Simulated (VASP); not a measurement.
## Ta3Cu: equation of state with PBE

Ta3Cu:

```
CELL_PARAMETERS angstrom
-2.00651 2.00651 4.20817
2.00651 -2.00651 4.20817
2.00651 2.00651 -4.20817
ATOMIC_POSITIONS crystal
Ta 0.50000 0.50000 0.00000
Ta 0.25000 0.75000 0.50000
Ta 0.75000 0.25000 0.50000
Cu 0.00000 0.00000 0.00000
```

The cell comes from a database or a generator and needn't be the stable form of this composition.

```
Program                : VASP 6.6.1
Task                   : equation of state
Functional             : PBE
Potentials or basis    : VASP PAW PBE potentials, release 64 (Ta_pv, Cu)
Cutoff                 : 520 eV
k mesh                 : 9 × 9 × 9
Occupations            : fermi-dirac, width 0.05 eV
Spin                   : no spin polarisation
Further INCAR settings : ALGO = Normal; EDIFF = 1e-07; NBANDS = 30
```

| Property | Result |
| --- | --- |
| Equilibrium volume | 17.01 Å³/atom |
| Bulk modulus at fixed shape and positions | 182 GPa |
| Pressure derivative of the bulk modulus | 4.0 |

Energy against volume, from the lowest point:
```
volume (Å³/atom)  energy (meV/atom)
          15.926              43.78
          16.265              19.96
          16.604               5.66
          16.942               0.00
          17.281               2.17
          17.620              11.42
          17.959              27.10
```

All runs of the series together: 33 min on 1 thread of Intel(R) Xeon(R) Platinum 8559C (Emerald Rapids), with other jobs on the host.

Caveat: the cell was scaled at fixed shape and fractional positions, which overstates the stiffness of a crystal with free parameters, most of all of layers and chains. The run has no spin-orbit coupling, so splittings on Ta are missing.
